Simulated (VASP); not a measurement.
Computed with PBE GGA, VASP's PBE PAW potentials (set 64) (plane waves; VASP).

A VASP calculation is set up with these files.

### KPOINTS
```
Automatic
0
G
  9 9 8
0 0 0
```

### INCAR
```
SYSTEM = SnO
EDIFF = 1E-6
ALGO = Normal
ISIF = 3   # ions, shape and volume
LMAXMIX = 4
SIGMA = 0.1
NSW = 40   # most ionic steps
ENCUT = 620
PREC = Accurate
ISMEAR = 1
PSTRESS = 300   # kbar
LASPH = T   # aspherical one-centre terms
EDIFFG = -0.02   # ionic stop
IBRION = 2   # conjugate gradients
LCHARG = F
NELM = 100
LREAL = F
GGA = PE
LWAVE = F
```

**POSCAR**
```
SnO
1.0
  3.5859851074   0.0000000000   0.0000000000
  0.0000000000   3.5859851074   0.0000000000
  0.0000000000   0.0000000000   4.0736246451
Sn O
2 2
Cart
  1.7929925537   0.0000000000   2.8940987063
  0.0000000000   1.7929925537   1.1795259388
  1.7929925537   1.7929925537   0.0000000000
  0.0000000000   0.0000000000   0.0000000000
```

POTCAR, in this order: Sn_d O (PBE.64 set). Program: vasp_std.

Task: What will the output report for the number of irreducible k-points (NKPTS), largest plane-wave count, number of space-group operations, FFT grid (NGX, NGY, NGZ)?

Result: 
* **number of irreducible k-points (NKPTS)**: 75
* **largest plane-wave count**: 1856
* **number of space-group operations**: 16
* **FFT grid (NGX, NGY, NGZ)**: 30 × 30 × 36

The compound is SnO in the litharge structure. This run relaxes it under an external pressure of 30 GPa. Symmetry was kept, so distortions that lower it aren't found.
